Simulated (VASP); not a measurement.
All values below come from PBE GGA with D4 dispersion, VASP's PBE PAW potentials (set 64) (plane waves; VASP).

A VASP calculation is set up with these files.

**POSCAR**
```
K
4.5041880
 -0.5773502797   0.5773502797   0.5773502797
  0.5773502797  -0.5773502797   0.5773502797
  0.5773502797   0.5773502797  -0.5773502797
K
1
Cartesian
  0.0000000000   0.0000000000   0.0000000000
```

### KPOINTS
```
k-points along high-symmetry lines
15
Line-mode
Reciprocal
  0.000000   0.000000   0.000000 ! GAMMA
  0.500000  -0.500000   0.500000 ! H

  0.500000  -0.500000   0.500000 ! H
  0.000000  -0.000000   0.500000 ! N

  0.000000  -0.000000   0.500000 ! N
  0.000000   0.000000   0.000000 ! GAMMA

  0.000000   0.000000   0.000000 ! GAMMA
  0.250000   0.250000   0.250000 ! P

  0.250000   0.250000   0.250000 ! P
  0.500000  -0.500000   0.500000 ! H

  0.250000   0.250000   0.250000 ! P
  0.000000  -0.000000   0.500000 ! N
```

### INCAR
```
SYSTEM = K
PREC = Accurate
ENCUT = 520
EDIFF = 1E-7
NELM = 100
ALGO = Normal
LREAL = .FALSE.
LASPH = .TRUE.
ISMEAR = 0
SIGMA = 0.05
GGA = PE
IVDW = 13
LWAVE = .FALSE.
LCHARG = .FALSE.
LORBIT = 11
ICHARG = 11
```

POTCAR, in this order: K_sv (PBE.64 set). Program: vasp_std. Read from the step before: CHGCAR.

What will the output report for the number of irreducible k-points (NKPTS), largest plane-wave count, number of space-group operations, FFT grid (NGX, NGY, NGZ)?

| Property | Value |
|---|---|
| number of irreducible k-points (NKPTS) | 90 |
| largest plane-wave count | 1926 |
| number of space-group operations | 48 |
| FFT grid (NGX, NGY, NGZ) | 36 × 36 × 36 |

The compound is K in the bcc structure. It was relaxed first.
